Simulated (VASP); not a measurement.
Calculation: PBE GGA, VASP's PBE PAW potentials (set 64) (plane waves; VASP).

VASP ran on this input.

KPOINTS:
```
K-points
0
Gamma
20 20 11
```

INCAR:
```
LCHARG = .FALSE.
LWAVE = .FALSE.
EDIFF = 1E-6   # SCF stop (eV)
NELM = 100   # most electronic steps
SIGMA = 0.1   # width (eV)
ALGO = Normal   # blocked Davidson
ISIF = 2   # forces and stress, cell fixed
LMAXMIX = 6
LREAL = .FALSE.
SYSTEM = Re
LASPH = .TRUE.
ISMEAR = 1   # Methfessel-Paxton
PREC = Accurate
ENCUT = 400
GGA = PE   # PBE
```

**POSCAR**
```
Re
1
    1.3800000000    -2.3902300000     0.0000000000
    1.3800000000     2.3902300000     0.0000000000
    0.0000000000     0.0000000000     4.4600000000
Re
2
Direct
  0.3333330000   0.6666670000   0.2500000000
  0.6666670000   0.3333330000   0.7500000000
```

POTCAR, in this order: Re (PBE.64 set). Program: vasp_std.

The resulting files:

OSZICAR:
```
       N       E                     dE             d eps       ncg     rms          rms(c)
DAV:   1     0.189569023305E+02    0.18957E+02   -0.61866E+03 11115   0.142E+03
DAV:   2    -0.217691689094E+02   -0.40726E+02   -0.35143E+02  9863   0.322E+02
DAV:   3    -0.260022014536E+02   -0.42330E+01   -0.34778E+01 10254   0.156E+02
DAV:   4    -0.262316470607E+02   -0.22945E+00   -0.19557E+00 10638   0.181E+01
DAV:   5    -0.262410825203E+02   -0.94355E-02   -0.90190E-02 10253   0.240E+00    0.429E+01
DAV:   6    -0.252058427953E+02    0.10352E+01   -0.10103E+00 10798   0.311E+01    0.176E+01
DAV:   7    -0.248558263784E+02    0.35002E+00   -0.71822E-01 11225   0.251E+01    0.635E-01
DAV:   8    -0.248429656242E+02    0.12861E-01   -0.10977E-02 11385   0.131E+00    0.220E-01
DAV:   9    -0.248423336521E+02    0.63197E-03   -0.45470E-04 10993   0.206E-01    0.373E-02
DAV:  10    -0.248423490391E+02   -0.15387E-04   -0.49816E-05  9679   0.636E-02    0.542E-03
DAV:  11    -0.248423486894E+02    0.34963E-06   -0.27005E-07  5344   0.198E-02
   1 F= -.24842349E+02 E0= -.24842339E+02  d E =-.303510E-04
```

File OUTCAR:
```
------------------------ aborting loop because EDIFF is reached ----------------------------------------
  FORCE on cell =-STRESS in cart. coord.  units (eV):
  Direction    XX          YY          ZZ          XY          YZ          ZX
  --------------------------------------------------------------------------------------
  Total        1.0296706      1.0296705      1.0597824      0.0000000     -0.0000000      0.0000000
  in kB       56.0693188     56.0693135     57.7090121      0.0000000     -0.0000000      0.0000000
  external PRESSURE =      56.6158815 kB  Pullay stress =       0.0000000 kB
  volume of cell :       29.42
      direct lattice vectors                 reciprocal lattice vectors
     1.380000000 -2.390230000  0.000000000     0.362318841 -0.209184890  0.000000000
     1.380000000  2.390230000  0.000000000     0.362318841  0.209184890  0.000000000
     0.000000000  0.000000000  4.460000000     0.000000000  0.000000000  0.224215247
 POSITION                                       TOTAL-FORCE (eV/Angst)
 -----------------------------------------------------------------------------------
      1.38000      0.79674      1.11500         0.000000      0.000000      0.000000
      1.38000     -0.79674      3.34500        -0.000000     -0.000000      0.000000
 -----------------------------------------------------------------------------------
    total drift:                               -0.000000      0.000008     -0.000017
  FREE ENERGIE OF THE ION-ELECTRON SYSTEM (eV)
  ---------------------------------------------------
  free  energy   TOTEN  =       -24.8423486894 eV

  energy  without entropy=      -24.8423183384  energy(sigma->0) =      -24.84233857
```
(Selected blocks of OUTCAR.)

**OUTCAR**
```
 val. band max:        7.8806028757   @ k =   0.0500   0.0000   0.0000

 cond. band min:       7.8884909979   @ k =   0.0500   0.0000   0.0909


 Fermi energy:         7.8867274039

 k-point     1 :       0.0000    0.0000    0.0000
  band No.  band energies     occupation
      1      -1.9799      2.00000
      2       1.2638      2.00000
      3       6.2989      2.00000
      4       6.3109      2.00000
      5       6.3109      2.00000
      6       7.1459      2.00000
      7       7.1459      2.00000
      8       8.0788     -0.02047
      9       8.0788     -0.02046
     10       8.4961     -0.00000
     11      11.2499      0.00000

 k-point     2 :       0.0500    0.0000    0.0000
  band No.  band energies     occupation
      1      -1.8769      2.00000
      2       1.3612      2.00000
      3       5.9796      2.00000
      4       6.4050      2.00000
      5       6.5953      2.00000
      6       7.0705      2.00000
      7       7.2349      2.00000
      8       7.8806      1.10345
      9       7.9978     -0.06622
     10       8.2111     -0.00004
     11      11.3063      0.00000

 k-point     3 :       0.1000    0.0000    0.0000
  band No.  band energies     occupation
      1      -1.5750      2.00000
      2       1.6389      2.00000
      3       5.6018      2.00000
      4       6.6847      2.00000
      5       6.7900      2.00000
      6       6.9775      2.00000
      7       7.0987      2.00000
      8       7.4987      2.00000
      9       7.7799      2.06167
     10       7.9844     -0.04502
     11      11.4476      0.00000

 k-point     4 :       0.1500    0.0000    0.0000
  band No.  band energies     occupation
      1      -1.0963      2.00000
      2       2.0445      2.00000
      3       5.2124      2.00000
      4       6.1846      2.00000
      5       6.5331      2.00000
      6       7.1419      2.00000
      7       7.3339      2.00000
      8       7.4793      2.00000
      9       7.7585      2.06998
...
```

Unless said otherwise, spin-orbit coupling is left out, though it shifts the bands of the heavy elements here.

The compound is Re in the hcp structure. The cell was not relaxed at this level. The run is one of a series of settings (KPOINTS 20×20×11 Γ-centred mesh against the base run), some of them coarse on purpose.
